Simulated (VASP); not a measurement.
Output of a VASP run:

File OSZICAR:
```
       N       E                     dE             d eps       ncg     rms          rms(c)
DAV:   1     0.702952420518E+02    0.70295E+02   -0.68861E+03  1128   0.133E+03
DAV:   2    -0.162248352032E+02   -0.86520E+02   -0.80683E+02  1144   0.255E+02
DAV:   3    -0.205465250047E+02   -0.43217E+01   -0.40445E+01  1440   0.640E+01
DAV:   4    -0.206530149820E+02   -0.10649E+00   -0.10562E+00  1388   0.972E+00
DAV:   5    -0.206562108509E+02   -0.31959E-02   -0.31951E-02  1520   0.170E+00    0.138E+01
DAV:   6    -0.251426419040E+02   -0.44864E+01   -0.45597E+01  1424   0.141E+02    0.200E+01
DAV:   7    -0.192176387821E+02    0.59250E+01   -0.18570E+01  1512   0.111E+02    0.318E+00
DAV:   8    -0.192634786859E+02   -0.45840E-01   -0.13185E+00  1516   0.105E+01    0.201E+00
DAV:   9    -0.192251932271E+02    0.38285E-01   -0.13830E-01  1412   0.768E+00    0.483E-01
DAV:  10    -0.192251386147E+02    0.54612E-04   -0.93900E-03  1652   0.162E+00    0.155E-01
DAV:  11    -0.192248638630E+02    0.27475E-03   -0.12106E-03  1572   0.721E-01    0.449E-02
DAV:  12    -0.192249042539E+02   -0.40391E-04   -0.11333E-04  1260   0.922E-02    0.279E-02
DAV:  13    -0.192249011317E+02    0.31222E-05   -0.10632E-05  1552   0.417E-02    0.810E-03
DAV:  14    -0.192249012494E+02   -0.11764E-06   -0.18740E-06  1728   0.194E-02    0.417E-03
DAV:  15    -0.192249014400E+02   -0.19060E-06   -0.14042E-07   920   0.791E-03    0.138E-03
DAV:  16    -0.192249015628E+02   -0.12284E-06   -0.11601E-07   760   0.358E-03    0.418E-04
DAV:  17    -0.192249015528E+02    0.99651E-08   -0.32407E-08   672   0.343E-03
   1 F= -.19224902E+02 E0= -.19225354E+02  d E =0.135669E-02
```

### OUTCAR
```
------------------------ aborting loop because EDIFF is reached ----------------------------------------
  FORCE on cell =-STRESS in cart. coord.  units (eV):
  Direction    XX          YY          ZZ          XY          YZ          ZX
  --------------------------------------------------------------------------------------
  Total       -2.3534470     -2.3534470     -2.3534470     -0.0000000      0.0000000     -0.0000000
  in kB      -92.4392262    -92.4392262    -92.4392262     -0.0000000      0.0000000     -0.0000000
  external PRESSURE =     -92.4392262 kB  Pullay stress =       0.0000000 kB
  volume of cell :       40.79
      direct lattice vectors                 reciprocal lattice vectors
     0.000000000  2.732181645  2.732181645    -0.183003938  0.183003938  0.183003938
     2.732181645  0.000000000  2.732181645     0.183003938 -0.183003938  0.183003938
     2.732181645  2.732181645  0.000000000     0.183003938  0.183003938 -0.183003938
 POSITION                                       TOTAL-FORCE (eV/Angst)
 -----------------------------------------------------------------------------------
      0.00000      0.00000      0.00000         0.000000      0.000000      0.000000
      1.36609      1.36609      1.36609         0.000000      0.000000      0.000000
      4.09827      4.09827      4.09827        -0.000000     -0.000000     -0.000000
 -----------------------------------------------------------------------------------
    total drift:                                0.000000     -0.000000     -0.000000
  FREE ENERGIE OF THE ION-ELECTRON SYSTEM (eV)
  ---------------------------------------------------
  free  energy   TOTEN  =       -19.2249015528 eV

  energy  without entropy=      -19.2262582444  energy(sigma->0) =      -19.22535378
```
(Selected blocks of OUTCAR.)

File POSCAR:
```
CoSi2
1
    0.0000000000     2.7321816447     2.7321816447
    2.7321816447     0.0000000000     2.7321816447
    2.7321816447     2.7321816447     0.0000000000
Co Si
1 2
Direct
  0.0000000000   0.0000000000   0.0000000000
  0.2500000000   0.2500000000   0.2500000000
  0.7500000000   0.7500000000   0.7500000000
```

Problem. Write an INCAR and KPOINTS that could have produced this output.

Solution. One answer among several that fit: the input of the run itself, PBE GGA, plane waves, VASP's PBE PAW potentials (set 64).

File KPOINTS:
```
Automatic mesh
0
gamma
10 10 10
0 0 0
```

INCAR:
```
# general
SYSTEM  = CoSi2
PREC    = Accurate
ENCUT   = 520
LREAL   = .False.   # projection in real space or not
LASPH   = .True.   # aspherical one-centre terms

# electronic loop
EDIFF   = 1E-7
NELM    = 100
ALGO    = Normal
LMAXMIX = 4   # l cut-off of mixed one-centre charges

# smearing
ISMEAR  = 1   # Methfessel-Paxton
SIGMA   = 0.1   # width (eV)

# functional
GGA     = PE   # PBE

# ions
ISIF    = 2

# output
LWAVE   = .False.
LCHARG  = .False.
```

POTCAR, in this order: Co Si (PBE.64 set). Program: vasp_std.

The compound is CoSi2 in the fluorite structure. This cell is one point of a volume scan, at 1.06 of the reference volume. The run is not spin-polarised, so no magnetic state was tried. The electron count is odd and the run is not spin-polarised, which forces a metal.
